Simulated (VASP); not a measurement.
Here is the system:

```
CELL_PARAMETERS angstrom
      3.79390     0.00000     0.00000
      0.00000     3.79390     0.00000
      0.00000     0.00000     3.79390
ATOMIC_POSITIONS crystal
  Sc 0.00000 0.00000 0.00000
  Al 0.00000 0.50000 0.50000
  Al 0.50000 0.00000 0.50000
  Al 0.50000 0.50000 0.00000
```

Calculation: PBEsol GGA, VASP's PBE PAW potentials (set 64) (plane waves; VASP). Numerical set-up: 500 eV cut-off, 8×8×8 Γ-centred mesh, first-order Methfessel-Paxton smearing of 0.10 eV, potentials Sc_sv Al.

Energy and stress use the plane-wave basis of the starting cell.

Problem. The ions, cell shape and volume at an external pressure of 45.0 GPa are relaxed. Predict the relaxed structure.

Solution. 
```
CELL_PARAMETERS angstrom
      3.70974     0.00000     0.00000
      0.00000     3.70974     0.00000
      0.00000     0.00000     3.70974
ATOMIC_POSITIONS crystal
  Sc 0.00000 0.00000 0.00000
  Al 0.00000 0.50000 0.50000
  Al 0.50000 0.00000 0.50000
  Al 0.50000 0.50000 0.00000
```
Space group Pm-3m (221), at a tolerance of 0.03 Å.

Problem. How do energy and volume change from the first to the last step?

Solution. The energy (σ→0) changes by +205.8 meV/atom and the volume by -6.5 %, in 4 ionic steps.

| step | E(σ→0) (eV) | max force (eV/Å) | pressure (GPa) | volume (Å³) |
|---|---|---|---|---|
| 1 | -19.7410 | 0.000 | 30.01 | 54.61 |
| 2 | -16.6269 | 0.000 | 81.98 | 45.13 |
| 3 | -18.9506 | 0.000 | 44.37 | 51.17 |
| 4 | -18.9176 | 0.000 | 44.96 | 51.05 |

The compound is Al3Sc in the L1_2 structure. This run relaxes it under an external pressure of 45 GPa. Symmetry was kept, so distortions that lower it aren't found.
